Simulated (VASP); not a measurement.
Calculation: PBEsol GGA, VASP's PBE PAW potentials (set 64) (plane waves; VASP 6.6.1).

Input for VASP

KPOINTS:
```
Automatic mesh
0
Gamma
4 4 2
0 0 0
```

### INCAR
```
LCHARG = .FALSE.
ENCUT = 400   # plane-wave cut-off (eV)
NELM = 100
LASPH = .TRUE.   # aspherical one-centre terms
SIGMA = 0.02   # width (eV)
ISIF = 2   # forces and stress, cell fixed
ALGO = Normal   # blocked Davidson
PREC = Accurate
EDIFF = 1E-6   # SCF stop (eV)
ISMEAR = -1
GGA = PS   # PBEsol
LREAL = .FALSE.   # projection in real space or not
LWAVE = .FALSE.
SYSTEM = O2
```

**POSCAR**
```
O2
1
    3.9632960000     0.0000000000     0.0000000000
    0.0000000000     3.9632960000     0.0000000000
    0.0000000000     0.0000000000     8.6076050000
O
8
Direct
  0.5491420000   0.3549530000   0.5308820000
  0.1373370000   0.0554000000   0.7806790000
  0.4435110000   0.6354630000   0.0307570000
  0.8601440000   0.9532030000   0.2786920000
  0.0577670000   0.1337550000   0.2175640000
  0.6319150000   0.4400470000   0.9711160000
  0.9496310000   0.8647490000   0.7229580000
  0.3705540000   0.5624300000   0.4673520000
```

POTCAR, in this order: O (PBE.64 set). Program: vasp_std.

What will the output report for the number of irreducible k-points (NKPTS), largest plane-wave count, number of space-group operations, FFT grid (NGX, NGY, NGZ)?

The number of irreducible k-points (NKPTS) is 20, the largest plane-wave count is 2500 and the number of space-group operations is 1. The FFT grid (NGX, NGY, NGZ) is 28 × 28 × 56.

The structure comes from a computed database's O2 entry; how it stands against other phases isn't given here. The cell was not relaxed at this level, atoms are displaced from their ideal sites. The k-mesh is coarse (spacing up to 0.40 per Å, 2π included), so the numbers may not be converged in it.
